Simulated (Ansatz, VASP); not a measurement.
# TaSeS in two plane-wave programs, part 2 of 2

Wanted: the spread between two codes on one cell, functional and k mesh. The cell is taken from a series of runs on this material, whose earlier steps may have relaxed, scaled, displaced or heated it; both programs get it as it stands.

VASP 6.6.1 and Ansatz 0.2.0.

So far. Step 3 (Ansatz: single point, LDA, pair 1): The run ends at a pressure of -6.74 GPa, with forces up to 0.64 eV/Å. Step 7 (VASP: single point, LDA, pair 2): The run ends at a pressure of 0.40 GPa, with forces up to 0.35 eV/Å.

## 8. Side by side

What differs besides the data sets and the points named for the pairs above, as far as they apply: the data sets hold 35 valence electrons in Ansatz (on its default PAW (the set named soft_2) files) and 23 in VASP. Total energies have different zeros and are not compared.

Both answers:

```csv
quantity,Ansatz,VASP,difference
pressure (GPa),0.08,0.40,-0.32
```

Forces (eV/Å; atoms numbered as in POSCAR):

```csv
atom,"Ansatz x, y, z","VASP x, y, z"
Ta1,"0.037, 0.037, 0.037","0.015, 0.015, 0.015"
Se2,"0.151, 0.151, 0.151","0.189, 0.189, 0.189"
S3,"-0.187, -0.187, -0.187","-0.205, -0.205, -0.205"
```

The forces differ by 28 meV/Å r.m.s., which is 17.1 % of the r.m.s. force of 0.161 eV/Å (both taken over all components).

## 9. VASP: single point, LDA, pair 3

A single point gives forces, pressure and levels at one fixed geometry, so differences don't come from the geometry; what else differs is listed under the comparison. The cell compared in this pair holds 63.37 Å³, against 61.41 Å³ for the pair before.

Contents of INCAR:

```
SYSTEM = TaSeS
PREC = Accurate
ENCUT = 500
EDIFF = 1E-06
NELM = 120
ISMEAR = 0
SIGMA = 0.08
LREAL = .FALSE.
ALGO = Normal
GGA = PW92
NBANDS = 17
LASPH = .TRUE.
LORBIT = 11
LWAVE = .FALSE.
LCHARG = .FALSE.
ISIF = 2
GGA_COMPAT = .FALSE.
KPAR = 2
```

Contents of POSCAR:

```
TaSeS
1.0
   -2.4032051447      2.4032051645      0.0000000099
    2.4032051447     -0.0000000099     -2.4032051645
   -3.6576869755     -3.6576869260     -3.6576869260
Ta Se S
1 1 1
Direct
    1.0000000000      0.0000000000      0.0105970000
    0.6666666667      0.3333333333      0.7439080000
    0.3333333333      0.6666666667      0.2454950000
```

Contents of KPOINTS:

```
Automatic mesh
0
Gamma
12 12 4
0 0 0
```

PAW data sets: Ta_pv, Se and S (LDA family, release 64).

Started as:

```sh
mpirun -np 2 vasp_std
```

Numbers of over 12 decimals in the logs are rounded to 6 here.

The program printed:

```text
[... set-up lines as in an earlier step ...]
 entering main loop
       N       E                     dE             d eps       ncg     rms          rms(c)
DAV:   1     0.142060423178E+03    0.14206E+03   -0.11063E+04  2346   0.116E+03
DAV:   2    -0.195367783295E+02   -0.16160E+03   -0.15889E+03  3084   0.284E+02
DAV:   3    -0.258014883794E+02   -0.62647E+01   -0.62241E+01  3104   0.540E+01
DAV:   4    -0.258677527171E+02   -0.66264E-01   -0.66166E-01  3055   0.598E+00
[...]
DAV:  11    -0.244870305656E+02   -0.88203E-05   -0.19912E-04  2659   0.850E-02    0.437E-02
DAV:  12    -0.244870317201E+02   -0.11545E-05   -0.13651E-05  2998   0.307E-02    0.149E-02
DAV:  13    -0.244870319077E+02   -0.18760E-06   -0.47989E-06  2708   0.144E-02
   1 F= -.24487032E+02 E0= -.24484102E+02  d E =-.585982E-02
```

Parts of OUTCAR (step 9):

```text
  Total       -1.3564633     -1.3564633     -1.3564633      0.0402892      0.0402892      0.0402892
  in kB      -34.2932906    -34.2932906    -34.2932906      1.0185673      1.0185673      1.0185673
  external PRESSURE =     -34.2932906 kB  Pullay stress =       0.0000000 kB

 POSITION                                       TOTAL-FORCE (eV/Angst)
 -----------------------------------------------------------------------------------
     -0.03876     -0.03876     -0.03876         0.015674      0.015674      0.015674
     -3.52205     -1.11885     -3.52205        -0.094511     -0.094511     -0.094511
     -0.09688     -0.09688     -2.50008         0.078837      0.078837      0.078837
 -----------------------------------------------------------------------------------
    total drift:                                0.000171      0.000171      0.000171

  FREE ENERGIE OF THE ION-ELECTRON SYSTEM (eV)
  ---------------------------------------------------
  free  energy   TOTEN  =       -24.4870319077 eV

  energy  without entropy=      -24.4811720872  energy(sigma->0) =      -24.48410200

[... 1 part as in an earlier step ...]

[... 2 further parts left out ...]
[key lines of the parts left out:]
E-fermi :   4.7199
```

The run ends at a pressure of -3.43 GPa, with forces up to 0.16 eV/Å.

## 10. Ansatz: single point, LDA, pair 3

The same cell, functional (in two slightly different forms), mesh and smearing now go to Ansatz, which takes its cutoff from its data sets.

The cell is taken from a series of runs on this material, whose earlier steps may have relaxed, scaled, displaced or heated it; both programs get it as it stands.

Contents of input.yaml:

```yaml
crystal:
  lattice:
    - [-2.4032051447, 2.4032051645, 9.9e-09]
    - [2.4032051447, -9.9e-09, -2.4032051645]
    - [-3.6576869755, -3.657686926, -3.657686926]
  atoms:
    - { symbol: Ta, position: [0.0, 0.0, 0.010597] }
    - { symbol: Se, position: [0.66666667, 0.33333333, 0.743908] }
    - { symbol: S, position: [0.33333333, 0.66666667, 0.245495] }
kpoints:
  mp_grid: { grid: [12, 12, 4] }
  band_path:
    path:
      - [[0.0, 0.0, 0.0], [0.5, 0.0, 0.0], [0.33333333, 0.33333333, 0.0], [0.0, 0.0, 0.0], [0.0, 0.0, 0.5], [0.5, 0.0, 0.5], [0.33333333, 0.33333333, 0.5], [0.0, 0.0, 0.5]]
      - [[0.5, 0.0, 0.5], [0.5, 0.0, 0.0]]
      - [[0.33333333, 0.33333333, 0.5], [0.33333333, 0.33333333, 0.0]]
    npoints: 10
hamiltonian:
  xc: lda
scf:
  occupations: { method: gaussian, width: 0.08 }
  n_extra_bands: 19
  max_iter: 150
output:
  eigenvalues: true
  forces: true
  stress: true
  fatbands: true
```

Started as:

```sh
ansatz run input.yaml --threads 4 --pin off --max-ram 9216MiB --backend cpu --events-out ev --progress --plain --runs-dir out
```

The program printed:

```text
[...]
Crystal: 3 atoms, lattice volume = 63.374 Å³
Basis set: ecut = 420 eV, 1221 PW (Γ)
Bands: 37, of which v1, the nominal top of the filled ones, is band 18 counted from 1 (17 counted from 0)
Symmetry: 6 space group operations
[...]
k-points: 69 of 576 (time reversal used)
[...]
k-point 0: bands = [... 14 lower, 8.9703, 10.2986, 10.2986, 10.4179, 10.6230, 10.6230, 14.3782, 14.3782, ... 15 higher]
  k-point 1: bands = [... 14 lower, 7.9099, 10.2457, 10.2457, 10.6140, 10.6140, 11.0060, 14.5157, 14.5157, ... 15 higher]
  k-point 2: bands = [... 14 lower, 6.9609, 10.1942, 10.1942, 10.6054, 10.6054, 11.2952, 14.6576, 14.6576, ... 15 higher]
  k-point 68: bands = [... 14 lower, 6.8121, 7.0715, 7.1078, 11.6571, 11.7014, 11.8579, 15.1378, 15.3868, ... 15 higher]
[key lines of the parts left out:]
SCF converged after 6 iterations
Free energy (F): -15938.233927 eV
Fermi energy:    10.448867 eV
P = ⅓ Tr σ = -3.7083 GPa (-37.083 kbar)
```

## 11. Comparison

What differs besides the data sets and the points named for the pairs above, as far as they apply: the data sets hold 35 valence electrons in Ansatz (on its default PAW (the set named soft_2) files) and 23 in VASP. Total energies have different zeros and are not compared.

Both answers:

```csv
quantity,Ansatz,VASP,difference
pressure (GPa),-3.71,-3.43,-0.28
```

Forces (eV/Å; atoms numbered as in POSCAR):

```csv
atom,"Ansatz x, y, z","VASP x, y, z"
Ta1,"0.034, 0.034, 0.034","0.016, 0.016, 0.016"
Se2,"-0.129, -0.129, -0.129","-0.095, -0.095, -0.095"
S3,"0.095, 0.095, 0.095","0.079, 0.079, 0.079"
```

The forces differ by 24 meV/Å r.m.s., which is 34.1 % of the r.m.s. force of 0.072 eV/Å (both taken over all components).

## 12. Outcome

```
r.m.s. force difference (single point, LDA, pair 1) : 8.3 % of the r.m.s. force
r.m.s. force difference (single point, LDA, pair 2) : 28 meV/Å
r.m.s. force difference (single point, LDA, pair 3) : 24 meV/Å
```

In words: The r.m.s. force difference is 8.3 % of the r.m.s. force (single point, LDA, pair 1), beyond the 3 % picked in this series as the mark of a large difference. The data sets hold unlike numbers of valence electrons (35 in Ansatz and 23 in VASP), so part of the differences comes from the potentials. Single point, LDA, pair 1, VASP with the data sets Ta, Se_sv_GW and S and a cutoff of 620 eV: r.m.s. force difference goes from 22 to 10 meV/Å; the difference in pressure goes from -0.24 to 0.90 GPa. What causes the difference of the single point, LDA, pair 2 pair stays open here. What causes the difference of the single point, LDA, pair 3 pair stays open here. 2 further runs of this series are not shown here. How closely two codes agree says nothing of how well the functional describes the real material.

[Lines on the potential files, build, host, timing and source positions are cut from VASP's logs without a mark.]

[Logs are printed without paths, hosts, clocks, repeated set-up lines and the standing remarks that a program may print on its own settings, such as how far it seeks lower states.]

[Hosts, paths, dates, database ids (printed as entryN), source tags and the programs' standing remarks are cut or masked in the printed files.]
